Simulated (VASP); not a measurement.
Given:

```xyz
2
Lattice="0.0000 3.5931 3.5931 3.5931 0.0000 3.5931 3.5931 3.5931 0.0000" Properties=species:S:1:pos:R:3 pbc="T T T"
K      0.0000     0.0000     0.0000
I      3.5931     3.5931     3.5931
```

Level of theory: PBE GGA, VASP's PBE PAW potentials (set 64) (plane waves; VASP). Run with 400 eV cut-off, 6×6×6 Γ-centred mesh, Gaussian smearing of 0.050 eV, potentials K_sv I.

Unless said otherwise, spin-orbit coupling is left out, though it shifts the bands of the heavy elements here.

Estimate the energy per atom (σ→0), band gap (on the k-mesh) with the smallest direct gap where there is one.

The band gap (on the k-mesh) is 3.85 eV and the smallest direct gap (on the k-mesh) is 3.85 eV. The energy per atom (σ→0) is -2.783 eV/atom.

Total energies compare only between runs with the same potentials, cut-off and functional.

The compound is KI in the rock salt structure. It was relaxed first, which changed the volume by +5 %. The start is the result of an earlier pass.
